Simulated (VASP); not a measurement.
MoI:

```
CELL_PARAMETERS angstrom
3.62326 0.00000 0.00000
0.00000 3.62326 0.00000
0.00000 0.00000 5.04208
ATOMIC_POSITIONS crystal
Mo 0.50000 0.50000 0.50000
I 0.00000 0.00000 0.50000
```

The cell was built by a generator and needn't be a form met in nature.

| Item | Value |
| --- | --- |
| Program | VASP 6.6.1 |
| Task | relaxation of cell and atoms |
| Functional | PBEsol |
| Potentials or basis | VASP PAW PBE potentials, release 64 (Mo_sv, I) |
| Cutoff | 600 eV |
| k mesh | 7 × 7 × 5 |
| Occupations | fermi-dirac, width 0.05 eV |
| Spin | no spin polarisation |

At the start: pressure 8.0 GPa; volume 33.10 Å³/atom.

How do energy, volume and symmetry change on relaxing?

Over 22 steps the energy falls by 747.6 meV/atom and the volume is 22.72 Å³/atom (-31.3 %); space group P4/mmm (No. 123, to 0.05 Å).

The path:
```tsv
step	energy change (eV)	largest force (eV/Å)	pressure (GPa)	volume (Å³)
1	0.0000	0.0000	8.02	66.19
2	0.2619	0.0000	-8.79	82.65
3	-0.2606	0.0000	-2.04	72.29
4	-0.2617	0.0000	-1.62	71.95
5	-0.2617	0.0000	-1.46	71.83
6	-0.3257	0.0000	-1.86	69.39
7	-0.6057	0.0000	-3.17	62.04
8	-1.4542	0.0000	-1.90	47.17
9	304.6846	0.0000	3878.83	16.79
10	1.1470	0.0000	1.29	46.67
11	4.9283	0.0000	116.07	31.83
12	-1.0548	0.0000	-0.86	45.09
13	-0.9403	0.0000	22.22	38.48
14	-1.3643	0.0000	4.50	42.76
15	-1.4448	0.0000	3.78	43.35
16	-1.4784	0.0000	1.98	44.22
17	-1.4267	0.0000	-5.44	48.97
18	-1.4929	0.0000	-0.70	45.66
19	-1.4655	0.0000	1.72	45.30
20	-1.4950	0.0000	-0.29	45.59
21	-1.4943	0.0000	0.72	45.09
22	-1.4952	0.0000	-0.01	45.45
```

Final structure:
```
Mo I
1.0
     3.82661    0.00000    0.00000
     0.00000    3.82661    0.00000
     0.00000    0.00000    3.10379
Mo I
1 1
Direct
  0.50000 0.50000 0.50000
  0.00000 0.00000 0.50000
```

Caveat: the volume moved by over 15 % at a fixed basis, so the end points are rough; the PAW data sets were made with another functional, which shifts forces and pressure a little; this functional lacks dispersion, which binds the layers, so the pressure and a relaxed spacing across them are unreliable; an odd number of electrons without spin polarisation forces a metal; a magnetic or distorted state may lie lower.
